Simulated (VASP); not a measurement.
Computed with HSE06 screened hybrid, VASP's PBE PAW potentials (set 64) (plane waves; VASP 6.6.1).

A VASP calculation is set up with these files.

**INCAR**
```
AEXX  =  0.25
ALGO  =  Normal
EDIFF  =  1E-5
ENCUT  =  400
GGA  =  PE
HFSCREEN  =  0.2
ISIF  =  0
ISMEAR  =  0
ISPIN  =  2
ISYM  =  0
LASPH  =  .True.
LCHARG  =  .False.
LHFCALC  =  .True.
LORBIT  =  10
LREAL  =  Auto
LWAVE  =  .False.
MAGMOM  =  65*0.0154
NELM  =  50
NELMIN  =  4
NUPDOWN  =  1
PREC  =  Normal
PRECFOCK  =  Fast
SIGMA  =  0.05
SYSTEM  =  B32HN32
```

File POSCAR:
```
B32HN32
1
    7.2488848260     0.0000000000     0.0000000000
    0.0000000000     7.2488848260     0.0000000000
    0.0000000000     0.0000000000     7.2488848260
B N H
32 32 1
Direct
  0.4994786307   0.9989425732   0.9990546328
  0.7499808948   0.2494300644   0.9990752831
  0.7500049612   0.9989138951   0.2495418762
  0.9993498461   0.9993228020   0.9994133862
  0.2490952398   0.2489796998   0.9980127660
  0.4999073450   0.4997604606   0.9980239820
  0.7496579847   0.7495314872   0.9993931992
  0.2490961637   0.9978307908   0.2491175007
  0.5006423044   0.2483134821   0.2484585407
  0.7510797358   0.4997782036   0.2490864573
  0.4998977079   0.9978133664   0.4998801262
  0.7510776555   0.2489914115   0.4998361331
  0.7496391808   0.9993343458   0.7495501483
  0.9990211300   0.4993840343   0.9990544700
  0.2495535257   0.7498911820   0.9990898991
  0.9978857456   0.2489936391   0.2490939196
  0.2483795675   0.5005078975   0.2484088475
  0.4999087636   0.7509712546   0.2491024276
  0.9990509978   0.9989580991   0.4994573544
  0.2482991677   0.2482455488   0.5007367460
  0.5006465436   0.5004950796   0.5006160981
  0.7499642716   0.7498417369   0.4994280737
  0.2495640440   0.9988890513   0.7500234530
  0.4998783242   0.2489734865   0.7510889121
  0.7499644333   0.4992836502   0.7499810035
  0.9990304117   0.7498921589   0.2495749807
  0.9979081072   0.4998159174   0.4999324455
  0.2491388776   0.7509172248   0.4998904174
  0.9990322462   0.2494704426   0.7500301009
  0.2490919414   0.4997827739   0.7511400961
  0.4994524509   0.7498342208   0.7500045779
  0.9993767135   0.7495443660   0.7496097269
  0.6250754297   0.1238272722   0.1239587779
  0.8744964499   0.3744068142   0.1237656480
  0.8744793339   0.1236524733   0.3744648527
  0.1244576953   0.1243771834   0.1245040640
  0.3744953062   0.3743446201   0.1201387721
  0.6245720047   0.6244340531   0.1244611072
  0.8745049190   0.8744113180   0.1243841795
  0.3744744405   0.1199133086   0.3745378354
  0.6289346771   0.3743947435   0.3744831225
  0.8745042079   0.6251262188   0.3744960696
  0.6245229077   0.1243698881   0.6244916413
  0.8744971944   0.3743892492   0.6252532272
  0.8744755787   0.1242978213   0.8745009495
  0.1239263851   0.6249745044   0.1239517817
  0.3745082654   0.8744065259   0.1237799518
  0.1199244483   0.3743732120   0.3745310701
  0.3745090343   0.6288094552   0.3744949307
  0.6252277229   0.8743866785   0.3744789902
  0.1239059192   0.1238076276   0.6251535999
  0.3744753752   0.3743983643   0.6290732925
  0.6250705433   0.6249379400   0.6250925104
  0.8744961885   0.8744267427   0.6245785403
  0.3744957776   0.1236473003   0.8745116400
  0.6251946647   0.3743403925   0.8745378772
  0.8744927000   0.6245341229   0.8744976816
  0.1238125794   0.8743851721   0.3745087353
  0.1244891615   0.6244353790   0.6245617811
  0.3745085236   0.8743568321   0.6252458739
  0.1237864538   0.3744090221   0.8745467203
  0.3745064176   0.6251045538   0.8745934430
  0.6246404981   0.8744294047   0.8744976535
  0.1243495549   0.8744167117   0.8745555809
  0.3737487281   0.3740907477   0.3751695166
```

**KPOINTS**
```
Automatic mesh
0
Gamma
1 1 1
0 0 0
```

POTCAR, in this order: B N H (PBE.64 set). Program: vasp_gam. Read from the step before: WAVECAR.

The resulting files:

### OSZICAR
```
       N       E                     dE             d eps       ncg     rms          rms(c)
DAV:   1    -0.649129531920E+03   -0.64913E+03   -0.78225E+00   648   0.832E+00    0.270E+00
DAV:   2    -0.649168877348E+03   -0.39345E-01   -0.12908E-01   700   0.846E-01    0.174E+00
DAV:   3    -0.649150045793E+03    0.18832E-01   -0.11324E-02   742   0.290E-01    0.973E-01
DAV:   4    -0.649144932582E+03    0.51132E-02   -0.64964E-03   744   0.193E-01    0.547E-01
DAV:   5    -0.649143688495E+03    0.12441E-02   -0.12721E-03   744   0.904E-02    0.307E-01
DAV:   6    -0.649143285413E+03    0.40308E-03   -0.27097E-04   734   0.473E-02    0.167E-01
DAV:   7    -0.649143167102E+03    0.11831E-03   -0.86327E-05   726   0.279E-02    0.891E-02
DAV:   8    -0.649143133479E+03    0.33622E-04   -0.18928E-05   446   0.142E-02    0.496E-02
DAV:   9    -0.649143123597E+03    0.98825E-05   -0.66971E-06   428   0.896E-03
   1 F= -.64914312E+03 E0= -.64914312E+03  d E =-.402147E-14  mag=     1.0000
```

**OUTCAR**
```
------------------------ aborting loop because EDIFF is reached ----------------------------------------
  volume of cell :      380.90
      direct lattice vectors                 reciprocal lattice vectors
     7.248884826  0.000000000  0.000000000     0.137952254  0.000000000  0.000000000
     0.000000000  7.248884826  0.000000000     0.000000000  0.137952254  0.000000000
     0.000000000  0.000000000  7.248884826     0.000000000  0.000000000  0.137952254
  FREE ENERGIE OF THE ION-ELECTRON SYSTEM (eV)
  ---------------------------------------------------
  free  energy   TOTEN  =      -649.1431235967 eV

  energy  without entropy=     -649.1431235967  energy(sigma->0) =     -649.14312360

  exchange ACFDT corr.  =         0.00000000  see jH, gK, PRB 81, 115126

 total charge

# of ion       s       p       d       tot
------------------------------------------
    1        0.675   1.346   0.000   2.021
    2        0.675   1.347   0.000   2.022
    3        0.675   1.347   0.000   2.022
    4        0.674   1.343   0.000   2.017
    5        0.675   1.348   0.000   2.023
    6        0.675   1.348   0.000   2.023
    7        0.674   1.343   0.000   2.017
    8        0.675   1.348   0.000   2.023
    9        0.666   1.321   0.000   1.987
   10        0.675   1.348   0.000   2.023
   11        0.675   1.348   0.000   2.023
   12        0.675   1.348   0.000   2.023
   13        0.674   1.343   0.000   2.017
   14        0.675   1.346   0.000   2.021
   15        0.675   1.346   0.000   2.021
   16        0.675   1.348   0.000   2.023
   17        0.666   1.321   0.000   1.987
   18        0.675   1.348   0.000   2.023
   19        0.675   1.346   0.000   2.021
   20        0.666   1.321   0.000   1.987
   21        0.666   1.321   0.000   1.987
   22        0.675   1.346   0.000   2.021
   23        0.675   1.346   0.000   2.021
   24        0.675   1.348   0.000   2.023
   25        0.675   1.346   0.000   2.021
   26        0.675   1.346   0.000   2.021
   27        0.675   1.348   0.000   2.023
   28        0.675   1.348   0.000   2.023
   29        0.675   1.346   0.000   2.021
   30        0.675   1.348   0.000   2.023
   31        0.675   1.346   0.000   2.021
   32        0.674   1.342   0.000   2.017
   33        1.230   2.717   0.000   3.947
   34        1.228   2.724   0.000   3.951
   35        1.228   2.724   0.000   3.951
   36        1.228   2.714   0.000   3.942
   37        1.232   2.700   0.000   3.932
   38        1.228   2.714   0.000   3.942
   39        1.227   2.722   0.000   3.949
   40        1.232   2.700   0.000   3.932
   41        1.232   2.700   0.000   3.932
   42        1.228   2.723   0.000   3.951
   43        1.228   2.714   0.000   3.942
   44        1.228   2.723   0.000   3.951
   45        1.227   2.722   0.000   3.949
   46        1.230   2.717   0.000   3.947
   47        1.228   2.723   0.000   3.951
   48        1.232   2.700   0.000   3.932
   49        1.232   2.700   0.000   3.932
   50        1.228   2.723   0.000   3.951
   51        1.230   2.717   0.000   3.947
   52        1.232   2.700   0.000   3.932
   53        1.230   2.717   0.000   3.947
   54        1.227   2.722   0.000   3.949
   55        1.228   2.723   0.000   3.951
   56        1.228   2.723   0.000   3.951
   57        1.227   2.722   0.000   3.949
   58        1.228   2.723   0.000   3.951
   59        1.228   2.714   0.000   3.942
   60        1.228   2.723   0.000   3.951
   61        1.228   2.723   0.000   3.951
   62        1.228   2.723   0.000   3.951
   63        1.227   2.722   0.000   3.949
   64        1.227   2.722   0.000   3.949
   65        0.527   0.039   0.000   0.567
--------------------------------------------------
tot         61.403 129.963   0.000 191.365

 magnetization (x)

# of ion       s       p       d       tot
------------------------------------------
    1        0.000   0.002   0.000   0.002
    2        0.000   0.002   0.000   0.002
    3        0.000   0.002   0.000   0.002
    4        0.000   0.001   0.000   0.001
    5        0.000   0.004   0.000   0.004
    6        0.000   0.004   0.000   0.004
    7        0.000   0.001   0.000   0.001
    8        0.000   0.004   0.000   0.004
    9        0.000  -0.004   0.000  -0.004
   10        0.000   0.004   0.000   0.004
   11        0.000   0.004   0.000   0.004
   12        0.000   0.004   0.000   0.004
   13        0.000   0.001   0.000   0.001
   14        0.000   0.002   0.000   0.002
   15        0.000   0.002   0.000   0.002
   16        0.000   0.004   0.000   0.004
   17        0.000  -0.004   0.000  -0.004
   18        0.000   0.004   0.000   0.004
   19        0.000   0.002   0.000   0.002
   20        0.000  -0.004   0.000  -0.004
...
```
(Selected blocks of OUTCAR.)

The supercell is sampled at Γ alone, which is coarse: total energies, pressure and levels can be off, energies of defects by several tenths of an eV.

The cell is a supercell with a defect, built from BN (zinc blende): H_i. The cell's shape comes from a PBE relaxation.
